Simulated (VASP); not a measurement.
Data:

```xyz
2
Lattice="0.0000 3.2592 3.2755 3.2755 0.0000 3.2755 3.2755 3.2592 0.0000" Properties=species:S:1:pos:R:3 pbc="T T T"
In     6.5510     6.5184     6.5510
Sb     1.6377     1.6296     1.6377
```

Calculation: PBEsol GGA, VASP's PBE PAW potentials (set 64) (plane waves; VASP). Numerical set-up: 480 eV cut-off, 10×10×10 Γ-centred mesh, first-order Methfessel-Paxton smearing of 0.10 eV, potentials In_d Sb.

Unless said otherwise, spin-orbit coupling is left out, though it shifts the bands of the heavy elements here.

### Question
Estimate the energy per atom (σ→0), band gap (on the k-mesh) with the smallest direct gap where there is one.

### Answer

The band gap (on the k-mesh) is none (metal, semimetal or under 0.01 eV) and the energy per atom (σ→0) is -3.849 eV/atom.

The absolute energy has meaning only against runs of the same code, potentials and settings.

The compound is InSb in the zinc blende structure. This cell was strained or had an atom moved on purpose.
